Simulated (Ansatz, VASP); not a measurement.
## One calculation of Sn2Ir, two programs

```
Sn Ir
1.0
     0.00000    3.17953    3.17953
     3.17953    0.00000    3.17953
     3.17953    3.17953    0.00000
Sn Ir
2 1
Direct
  0.25000 0.25000 0.25000
  0.75000 0.75000 0.75000
  0.00000 0.00000 0.00000
```

Change from the starting cell: volume scaled by 1.01.

Alike in both runs: task single point; functional LDA; k mesh 10 × 10 × 10; occupations fermi-dirac, width 0.03 eV; no spin polarisation.

```csv
,VASP,Ansatz
version,VASP 6.6.1,Ansatz 0.2.0
potentials or method,"VASP PAW LDA potentials, release 64 (Sn_d, Ir), cutoff 520 eV","all-electron LAPW, scalar-relativistic"
```

|  | VASP | Ansatz | Ansatz less VASP |
| --- | --- | --- | --- |
| pressure (GPa) | -3.1 | -3.4 | -0.30 |

Ansatz ran all-electron here, so the differences hold the error of VASP's frozen core and of both bases.

The runs have no spin-orbit coupling, so splittings on Ir are missing.
